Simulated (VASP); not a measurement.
Calculation: r2SCAN meta-GGA, VASP's PBE PAW potentials (set 64) (plane waves; VASP).

Input for VASP

File KPOINTS:
```
K-points
0
G
 8 8 8
```

File POSCAR:
```
KF
1
   -0.0000000000     2.6569458143     2.6569458143
    2.6569458143     0.0000000000     2.6569458143
    2.6569458143     2.6569458143     0.0000000000
K F
1 1
Direct
  1.0000000000   1.0000000000   0.0000000000
  0.5000000000   0.5000000000   0.5000000000
```

INCAR:
```
# general
SYSTEM  = KF
PREC    = Accurate
ENCUT   = 520   # plane-wave cut-off (eV)
LREAL   = F   # projection in real space or not
LASPH   = T   # aspherical one-centre terms

# electronic loop
EDIFF   = 1E-6   # SCF stop (eV)
NELM    = 100
ALGO    = Normal   # blocked Davidson
LMIXTAU = T

# smearing
ISMEAR  = 0
SIGMA   = 0.05   # width (eV)

# functional
METAGGA = R2SCAN

# ions
IBRION  = 2   # conjugate gradients
NSW     = 60   # most ionic steps
ISIF    = 3
EDIFFG  = -0.01   # ionic stop

# output
LWAVE   = F
LCHARG  = F
```

POTCAR, in this order: K_sv F (PBE.64 set). Program: vasp_std.

Question: What will the output report for the number of irreducible k-points (NKPTS), number of bands (NBANDS), largest plane-wave count, number of space-group operations, FFT grid (NGX, NGY, NGZ)?

Answer: 
```
Quantity                                       Value
--------------------------------------  ------------
number of irreducible k-points (NKPTS)            29
number of bands (NBANDS)                          12
largest plane-wave count                        1036
number of space-group operations                  48
FFT grid (NGX, NGY, NGZ)                28 × 28 × 28
```

The structure was generated: KF was put into the rock salt type (Fm-3m), which need not be its known phase. It was relaxed first, which changed the volume by -15 %. The start is the result of an earlier pass.
